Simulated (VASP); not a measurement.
Pt3Ti: energy against strain

Pt3Ti (L1_2, Pm-3m, 14.805 Å³/atom and stress up to 0.03 GPa in the relaxed cell, cube axes along x, y and z) under an equal strain ε along x and y, with z held. PBEsol in VASP (plane waves, PAW), 480 eV, 12×12×12 Γ-centred mesh, Methfessel-Paxton smearing 0.10 eV; ions are relaxed, or left where forces stay under 0.02 eV/Å, within the symmetry of each cell.

Here s stands for strain and y for E less E0.

| strain (%) | E less E0 (meV/atom) |
|---|---|
| -2.50 | ? |
| -1.00 | 6.02 |
| -0.50 | 1.54 |
| 0.00 | 0.00 |
| 0.50 | 1.23 |
| 1.00 | 5.06 |

Fit y of the 5 rows that show it with a parabola. Least squares gives y = 0.000 - 0.4460·s + 5.5400·s². Residuals (row less fit): 0.034, -0.068, 0.000, 0.068, -0.034; standard error 0.076 (degrees of freedom: 2). Twice the quadratic coefficient over the volume, 2 × 5.5400 meV × 10⁴ × 0.1602 / 14.805 Å³, is the elastic constants 2(C11 + C12) = about 1200 GPa.

Question: What does the fit predict for y at s = -2.50, and how far is the calculated value from it?

Answer: y = 0.000 - 0.4460 × (-2.5) + 5.5400 × (-2.5)² = 35.740 meV/atom. The calculation gives 38.39 meV/atom, 2.650 meV/atom above the prediction (6.9 % of the range of y in the table). The row lies outside the fitted rows, so this is an extrapolation. From the scatter of the fitted rows alone, a prediction at this place has a standard error of 0.490 meV/atom, so the miss is 5.4 times that.

A polynomial of degree 3 through the 10 other runs of the series gives 38.37 there, so most of the miss is curvature that the fit leaves out. In a metal these values are sensitive to mesh and smearing; energies are taken to zero smearing, stresses follow the free energy. The runs aren't spin-polarised. Spin-orbit coupling is left out, which can shift these values for the heavy elements here. Rows are the converged runs of the series near zero and its far end, less any whose ions stayed unrelaxed beside relaxed ones; series whose fitted rows scatter by over a few per cent of the range, as at a crossing or softening among them, aren't shown in this form. Most that stay on the fit to the last digits aren't either.
